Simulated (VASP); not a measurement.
# NbP: formation energy of a point defect, part 3 of 3

Wanted: what a point defect costs in NbP and how the lattice relaxes round it. The start is a computed cell from the Materials Project.

VASP 6.6.1, plane waves and PAW; the level of theory is named at each step.

So far. Step 2 (The host at zero pressure): The run ended after 4 ionic steps, 0.000 eV below its first step, once forces and stress met EDIFFG = -0.02. Step 3 (The supercell without the defect): The host is treated as a metal, as its relaxation found a gap under 0.3 eV or none, and only the neutral defect is run.

### Step 4. Reference P

This step: PBE; plane waves and PAW (P) (VASP 6.6.1).

System of this step: P. The structure is orthorhombic, space group Cmce (No. 64). Conventional cell: a = 3.295 Å, b = 10.930 Å, c = 4.544 Å, α = 90.00°, β = 90.00°, γ = 90.00°. Nearest to P lie 3 P at 2.20 to 2.25 Å.

The reference for P is its crystal, relaxed at the cutoff of the large cell.

File INCAR:

```
SYSTEM = P
PREC = Normal
ENCUT = 300
EDIFF = 1E-05
NELM = 120
ISMEAR = 0
SIGMA = 0.1
LREAL = Auto
ALGO = Fast
GGA = PE
NBANDS = 16
LORBIT = 11
LWAVE = .FALSE.
LCHARG = .FALSE.
KPAR = 4
LASPH = .TRUE.
IBRION = 2
NSW = 25
ISIF = 3
EDIFFG = -0.02
POTIM = 0.4
```

File POSCAR:

```
P
1.0
    1.6477431241     -5.4650377251      0.0000000000
    1.6477431241      5.4650377251      0.0000000000
    0.0000000000      0.0000000000      4.5436355900
P
4
Direct
    0.4041431300      0.5958568700      0.9111848300
    0.5958568700      0.4041431300      0.0888151700
    0.0958568700      0.9041431300      0.4111848300
    0.9041431300      0.0958568700      0.5888151700
```

File KPOINTS:

```
Automatic mesh
0
Gamma
8 8 6
0 0 0
```

The projector-augmented-wave data sets are P (PBE family, release 64).

Started as:

```console
> mpirun -np 4 vasp_std
```

Log:

```text
[banner, memory and clock lines left out]
running    4 mpi-ranks, on    1 nodes
 distrk:  each k-point on    1 cores,    4 groups
 distr:  one band on    1 cores,    1 groups

 POSCAR found type information on POSCAR P
 POSCAR found :  1 types and       4 ions
|                                                                             |
|               ----> ADVICE to this user running VASP <----                  |
|                                                                             |
|     You have a (more or less) 'small supercell' and for smaller cells       |
|     it is recommended to use the reciprocal-space projection scheme!        |
|     The real-space optimization is not efficient for small cells and it     |
|     is also less accurate ...                                               |
|     Therefore, set LREAL=.FALSE. in the INCAR file.                         |
|                                                                             |

 LDA part: xc-table for (Slater+PW92), standard interpolation
 POSCAR, INCAR and KPOINTS ok, starting setup
 FFT: planning ... GRIDC
 FFT: planning ... GRID_SOFT
 FFT: planning ... GRID
 WAVECAR not read
 entering main loop
       N       E                     dE             d eps       ncg     rms          rms(c)
DAV:   1     0.458821490618E+02    0.45882E+02   -0.62229E+03  2688   0.683E+02
DAV:   2    -0.189532219464E+02   -0.64835E+02   -0.62726E+02  3704   0.140E+02
DAV:   3    -0.216176451576E+02   -0.26644E+01   -0.26567E+01  3592   0.313E+01
DAV:   4    -0.216462263416E+02   -0.28581E-01   -0.28574E-01  3552   0.378E+00
DAV:   5    -0.216468413551E+02   -0.61501E-03   -0.61498E-03  3656   0.498E-01    0.105E+01
RMM:   6    -0.215251585933E+02    0.12168E+00   -0.65060E-02  2688   0.127E+00    0.636E+00
RMM:   7    -0.214757626818E+02    0.49396E-01   -0.14693E-01  2710   0.201E+00    0.236E-01
RMM:   8    -0.214756761491E+02    0.86533E-04   -0.13515E-02  2688   0.765E-01    0.693E-02
RMM:   9    -0.214758829161E+02   -0.20677E-03   -0.23049E-03  2717   0.318E-01    0.825E-02
RMM:  10    -0.214759541880E+02   -0.71272E-04   -0.44159E-04  2708   0.151E-01    0.312E-02
RMM:  11    -0.214759725997E+02   -0.18412E-04   -0.17656E-04  2682   0.850E-02    0.190E-02
RMM:  12    -0.214759752158E+02   -0.26161E-05   -0.30691E-05  2169   0.392E-02
   1 F= -.21475975E+02 E0= -.21475866E+02  d E =-.214760E+02
 curvature:   0.00 expect dE= 0.000E+00 dE for cont linesearch  0.000E+00
 trial: gam= 0.00000 g(F)=  0.138E-01 g(S)=  0.167E-01 ort = 0.000E+00 (trialstep = 0.100E+01)
 search vector abs. value=  0.304E-01
 bond charge predicted
       N       E                     dE             d eps       ncg     rms          rms(c)
DAV:   1    -0.214961223291E+02   -0.20150E-01   -0.61273E-01  3384   0.426E+00    0.826E-01
RMM:   2    -0.214883343404E+02    0.77880E-02   -0.29526E-02  2688   0.106E+00    0.434E-01
RMM:   3    -0.214847002681E+02    0.36341E-02   -0.13581E-02  2688   0.653E-01    0.130E-01
RMM:   4    -0.214847424799E+02   -0.42212E-04   -0.15410E-03  2692   0.281E-01    0.954E-02
RMM:   5    -0.214847367801E+02    0.56998E-05   -0.25350E-04  2721   0.120E-01    0.802E-03
RMM:   6    -0.214847436390E+02   -0.68589E-05   -0.88438E-05  2693   0.585E-02
   2 F= -.21484744E+02 E0= -.21484653E+02  d E =-.876842E-02
[...]
3 F= -.21486635E+02 E0= -.21486538E+02  d E =-.106597E-01
[...]
4 F= -.21487308E+02 E0= -.21487189E+02  d E =-.673266E-03
[...]
5 F= -.21487493E+02 E0= -.21487358E+02  d E =-.857848E-03
[...]
6 F= -.21487928E+02 E0= -.21487792E+02  d E =-.434912E-03
[...]
7 F= -.21488129E+02 E0= -.21487993E+02  d E =-.636007E-03
 curvature:  -1.87 expect dE=-0.689E-03 dE for cont linesearch -0.489E-06
 trial: gam= 0.81463 g(F)=  0.552E-04 g(S)=  0.313E-03 ort = 0.136E-04 (trialstep = 0.115E+01)
 search vector abs. value=  0.864E-03
 bond charge predicted
       N       E                     dE             d eps       ncg     rms          rms(c)
DAV:   1    -0.214885579369E+02   -0.43345E-03   -0.24924E-02  3056   0.776E-01    0.835E-02
RMM:   2    -0.214884502164E+02    0.10772E-03   -0.80566E-04  2688   0.191E-01    0.466E-02
RMM:   3    -0.214883970332E+02    0.53183E-04   -0.22728E-04  2688   0.873E-02    0.138E-02
RMM:   4    -0.214883996586E+02   -0.26254E-05   -0.34906E-05  2164   0.400E-02
   8 F= -.21488400E+02 E0= -.21488257E+02  d E =-.270876E-03
 trial-energy change:   -0.000271  1 .order   -0.000276   -0.000436   -0.000117
 step:   1.5675(harm=  1.5675)  dis= 0.00176  next Energy=   -21.488426 (dE=-0.298E-03)
 reached required accuracy - stopping structural energy minimisation
```

Wall time 13 s (4 MPI ranks of Intel Xeon 6975P-C (Granite Rapids), shared host); peak memory 0.66 GiB; 43 s of CPU time.

OUTCAR, selected parts (step 4):

```text
  LATTYP: Found a base centered orthorhombic cell.
 ALAT       =     3.2954862482
 B/A-ratio  =     3.3166806435
 C/A-ratio  =     1.3787451222

The static configuration has the point symmetry C_2h.
 The point group associated with its full space group is D_2h.

 Found     84 irreducible k-points:

   k-points           NKPTS =     84   k-points in BZ     NKDIM =     84   number of bands    NBANDS=     16

   dimension x,y,z NGX =    24 NGY =   24 NGZ =   20
   dimension x,y,z NGXF=    48 NGYF=   48 NGZF=   40

   ENCUT  =  300.0 eV  22.05 Ry    4.70 a.u.   8.06  8.06  6.42*2*pi/ulx,y,z

   NELECT =      20.0000    total number of electrons

 E-fermi :   5.7549

 k-point     1 :       0.0000    0.0000    0.0000
  band No.  band energies     occupation
    ...
      6       0.8871      2.00000
      7       1.8274      2.00000
      8       2.9819      2.00000
      9       3.3243      2.00000
     10       4.5639      2.00000
     11       6.3938      0.00000
     12       6.8805      0.00000
     13       7.7333      0.00000
     14       8.5929      0.00000
     15      11.0584      0.00000
    ...

 k-point     2 :       0.1250    0.0000    0.0000
  band No.  band energies     occupation
    ...
      6       0.9412      2.00000
      7       1.0345      2.00000
      8       2.5910      2.00000
      9       3.0741      2.00000
     10       4.6474      2.00000
     11       6.5823      0.00000
     12       7.7354      0.00000
     13       8.2707      0.00000
     14       9.0121      0.00000
     15      10.0971      0.00000
    ...

  Total        0.0144077      0.0238322     -0.0365591      0.0000000     -0.0000000      0.0000000
  in kB        0.2793857      0.4621394     -0.7089326      0.0000000     -0.0000000      0.0000000
  external PRESSURE =       0.0108642 kB  Pullay stress =       0.0000000 kB

  energy-cutoff  :      300.00
  volume of cell :       82.62
      direct lattice vectors                 reciprocal lattice vectors
     1.654284840 -5.517253883  0.000000000     0.302245410 -0.090624795  0.000000000
     1.654284840  5.517253883 -0.000000000     0.302245410  0.090624795  0.000000000
     0.000000000  0.000000000  4.526245691     0.000000000  0.000000000  0.220933654

 POSITION                                       TOTAL-FORCE (eV/Angst)
 -----------------------------------------------------------------------------------
      1.65428      1.06154      4.13947         0.000000      0.002506     -0.004092
      1.65428     -1.06154      0.38678         0.000000     -0.002506      0.004092
      1.65428      4.45571      1.87635         0.000000     -0.002506     -0.004092
      1.65428     -4.45571      2.64990         0.000000      0.002506      0.004092
 -----------------------------------------------------------------------------------
    total drift:                                0.000000     -0.000000      0.000000

  FREE ENERGIE OF THE ION-ELECTRON SYSTEM (eV)
  ---------------------------------------------------
  free  energy   TOTEN  =       -21.4883996586 eV

  energy  without entropy=      -21.4881153044  energy(sigma->0) =      -21.48825748

 total charge
# of ion       s       p       d       tot
------------------------------------------
    1        1.083   1.378   0.000   2.461
    2        1.083   1.378   0.000   2.461
    3        1.083   1.378   0.000   2.461
    4        1.083   1.378   0.000   2.461
--------------------------------------------------
tot          4.331   5.514   0.000   9.845

[... 2 parts as in an earlier step ...]

[... 7 further parts left out ...]
```

CONTCAR:

```
P
   1.00000000000000
     1.6542848401798556   -5.5172538826122928    0.0000000000000000
     1.6542848401798556    5.5172538826122928   -0.0000000000000000
     0.0000000000000000    0.0000000000000000    4.5262456908994819
  P
     4
Direct
     0.4037979346279923    0.5962020653720078    0.9145478509006522
     0.5962020653720078    0.4037979346279923    0.0854521490993478
     0.0962020653720078    0.9037979346279922    0.4145478509006522
     0.9037979346279922    0.0962020653720078    0.5854521490993478
```

The gap is read on the k-mesh alone, so it is an upper bound where the band edges lie off the mesh. The gap is under twice the smearing width, so the edge states are partly filled and the run can't tell a small gap from a semimetal.

Step by step:

```csv
step,energy less that of the first step (eV),largest force (eV/Å),pressure (GPa),volume (Å³)
1,0.0000,0.2987,1.48,81.83
2,-0.0088,0.0804,-0.78,83.63
3,-0.0107,0.0340,-0.14,83.10
4,-0.0113,0.0278,-0.10,82.99
5,-0.0115,0.0400,-0.06,82.90
6,-0.0120,0.0154,0.02,82.76
7,-0.0122,0.0189,0.13,82.56
8,-0.0124,0.0048,0.00,82.62
```

```csv
"conventional cell, symmetrised",before,after,change
a (Å),3.295,3.309,+0.4 %
b (Å),10.930,11.035,+1.0 %
c (Å),4.544,4.526,-0.4 %
volume (Å³/atom),20.46,20.66,+1.0 %
```

The atoms that moved most (Å, as changes of fractional coordinates times the final cell):

```csv
atom,dx,dy,dz,length
P4,0.000,0.004,-0.015,0.016
P1,0.000,0.004,0.015,0.016
P3,0.000,-0.004,0.015,0.016
P2,0.000,-0.004,-0.015,0.016
```

Final coordinates:

```cif
data_structure
_symmetry_space_group_name_H-M 'P 1'
_symmetry_Int_Tables_number 1
_cell_length_a 5.7599
_cell_length_b 5.7599
_cell_length_c 4.5262
_cell_angle_alpha 90.000
_cell_angle_beta 90.000
_cell_angle_gamma 146.618
_cell_volume 82.62
loop_
_atom_site_label
_atom_site_type_symbol
_atom_site_fract_x
_atom_site_fract_y
_atom_site_fract_z
_atom_site_occupancy
P1 P 0.40380 0.59620 0.91455 1
P2 P 0.59620 0.40380 0.08545 1
P3 P 0.09620 0.90380 0.41455 1
P4 P 0.90380 0.09620 0.58545 1
```

This step gave:

| Quantity | Value |
| --- | --- |
| electronic cycles | 43 |
| electrons | 20 |
| free energy (TOTEN) | -21.49 eV |
| energy at zero smearing | -21.49 eV |
| Fermi energy | 5.755 eV |
| labelled metallic, from the levels on this mesh | no |
| gap on the k-mesh | 0.04480 eV |
| least direct gap on the k-mesh | 0.04480 eV |

The run ended after 8 ionic steps, 0.012 eV below its first step, once forces and stress met EDIFFG = -0.02.

Energy at zero smearing: -21.48826 eV.

### Step 5. The defect cell

This step: PBE; plane waves and PAW (P, Nb_pv) (VASP 6.6.1).

System of this step: Nb15P17. The cell holds 32 atoms: 17 P and 15 Nb. Its edges and angles: a = 7.811 Å, b = 7.811 Å, c = 34.744 Å, α = 140.3°, β = 140.3°, γ = 74.7°. It derives from NbP. The structure's axis is c. Nearest the centre at fractional (0.625, 0.375, 0.250): P1 at 0.00 Å, P13 at 2.55 Å, P10 at 2.55 Å, P3 at 2.55 Å, P5 at 2.55 Å, P8 at 2.55 Å, P2 at 2.55 Å, Nb25 at 3.32 Å.

The host is treated as a metal, since its gap is under 0.3 eV or closed. The atoms relax at the host's fixed cell.

File INCAR:

```
SYSTEM = Nb15P17
PREC = Normal
ENCUT = 300
EDIFF = 1E-05
NELM = 120
ISMEAR = 1
SIGMA = 0.2
LREAL = Auto
ALGO = Fast
GGA = PE
NBANDS = 148
LASPH = .TRUE.
LORBIT = 11
LWAVE = .FALSE.
LCHARG = .TRUE.
KPAR = 4
IBRION = 2
NSW = 50
ISIF = 2
EDIFFG = -0.03
POTIM = 0.4
MAXMIX = 40
ISYM = 2
```

File POSCAR:

```
Nb15P17
1.0
    5.0289524016     -1.6763174672     -5.7365190697
   -1.6763174672      5.0289524016     -5.7365190697
   -3.3526349344     -3.3526349344     34.4191144182
P Nb
17 15
Direct
    0.6249978700      0.3749978700      0.2499978700
    0.4163164100      0.6663164100      0.2913164100
    0.9163164100      0.1663164100      0.2913164100
    0.9163164100      0.6663164100      0.5413164100
    0.4163164100      0.1663164100      0.5413164100
    0.4163164100      0.6663164100      0.7913164100
    0.9163164100      0.1663164100      0.7913164100
    0.9163164100      0.6663164100      0.0413164100
    0.4163164100      0.1663164100      0.0413164100
    0.0413164100      0.0413164100      0.0413164100
    0.5413164100      0.5413164100      0.0413164100
    0.5413164100      0.0413164100      0.2913164100
    0.0413164100      0.5413164100      0.2913164100
    0.0413164100      0.0413164100      0.5413164100
    0.5413164100      0.5413164100      0.5413164100
    0.5413164100      0.0413164100      0.7913164100
    0.0413164100      0.5413164100      0.7913164100
    0.1249978700      0.8749978700      0.2499978700
    0.1249978700      0.3749978700      0.4999978700
    0.6249978700      0.8749978700      0.4999978700
    0.6249978700      0.3749978700      0.7499978700
    0.1249978700      0.8749978700      0.7499978700
    0.1249978700      0.3749978700      0.9999978700
    0.6249978700      0.8749978700      0.9999978700
    0.2499978700      0.2499978700      0.2499978700
    0.7499978700      0.7499978700      0.2499978700
    0.7499978700      0.2499978700      0.4999978700
    0.2499978700      0.7499978700      0.4999978700
    0.2499978700      0.2499978700      0.7499978700
    0.7499978700      0.7499978700      0.7499978700
    0.7499978700      0.2499978700      0.9999978700
    0.2499978700      0.7499978700      0.9999978700
```

File KPOINTS:

```
Automatic mesh
0
Gamma
8 8 3
0 0 0
```

PAW data sets: P and Nb_pv (PBE family, release 64).

Started as:

```console
> mpirun -np 4 vasp_std
```

Log:

```text
[banner, memory and clock lines left out]
running    4 mpi-ranks, on    1 nodes
[...]
LDA part: xc-table for (Slater+PW92), standard interpolation
 POSCAR, INCAR and KPOINTS ok, starting setup
[...]
entering main loop
       N       E                     dE             d eps       ncg     rms          rms(c)
DAV:   1     0.224033045427E+04    0.22403E+04   -0.86425E+04 29576   0.116E+03
DAV:   2    -0.691203749246E+02   -0.23095E+04   -0.22499E+04 38396   0.627E+02
DAV:   3    -0.275462112971E+03   -0.20634E+03   -0.19881E+03 47440   0.169E+02
DAV:   4    -0.287866899512E+03   -0.12405E+02   -0.12014E+02 45712   0.376E+01
[...]
RMM:  29    -0.269944953180E+03    0.14889E-04   -0.22801E-05 18984   0.109E-02    0.653E-02
RMM:  30    -0.269944936033E+03    0.17147E-04   -0.14579E-05 18217   0.855E-03    0.633E-02
RMM:  31    -0.269944929819E+03    0.62137E-05   -0.85116E-06 14090   0.761E-03
   1 F= -.26994493E+03 E0= -.26994411E+03  d E =-.269945E+03
[...]
N       E                     dE             d eps       ncg     rms          rms(c)
DAV:   1    -0.269857352894E+03    0.87583E-01   -0.10917E+01 36224   0.160E+01    0.136E+00
RMM:   2    -0.269989164750E+03   -0.13181E+00   -0.14799E+00 41452   0.434E+00    0.943E-01
RMM:   3    -0.270063899903E+03   -0.74735E-01   -0.48749E-01 42909   0.224E+00    0.201E+00
RMM:   4    -0.270034025406E+03    0.29874E-01   -0.21316E-01 36125   0.172E+00    0.689E-01
 hard stop encountered!  aborting job ...
|                                                                             |
|           W    W    AA    RRRRR   N    N  II  N    N   GGGG   !!!           |
|           W    W   A  A   R    R  NN   N  II  NN   N  G    G  !!!           |
|           W    W  A    A  R    R  N N  N  II  N N  N  G       !!!           |
|           W WW W  AAAAAA  RRRRR   N  N N  II  N  N N  G  GGG   !            |
|           WW  WW  A    A  R   R   N   NN  II  N   NN  G    G                |
|           W    W  A    A  R    R  N    N  II  N    N   GGGG   !!!           |
|                                                                             |
|     The electronic self-consistency was not achieved in the given           |
|     number of steps (NELM). The forces and other quantities evaluated       |
|     might not be reliable so examine the results carefully. If you find     |
|     spurious results, we suggest increasing NELM, if you were close to      |
|     convergence or switching to a different ALGO or adjusting the           |
|     density mixing parameters otherwise.                                    |
|                                                                             |

 soft stop encountered!  aborting job ...
```

Wall time 51 min (4 MPI ranks).

The run was stopped at its time limit, so it gives no result of its own.

### Step 6. Outcome

| Quantity | Value |
| --- | --- |
| result | none |

In words: The session ends without its result: «relax the defect» met its time limit.

[Lines on the potential files, build, host, timing and source positions are cut from VASP's logs without a mark.]

[Logs are printed without paths, hosts, clocks, repeated set-up lines and the standing remarks that a program may print on its own settings, such as how far it seeks lower states.]

[Hosts, paths, dates, database ids (printed as entryN), source tags and the programs' standing remarks are cut or masked in the printed files.]

[In band tables of VASP the shares of atoms and orbitals are scaled to a sum of 1 inside the atoms' spheres.]

[Runs that stopped without an error message from VASP are left out.]
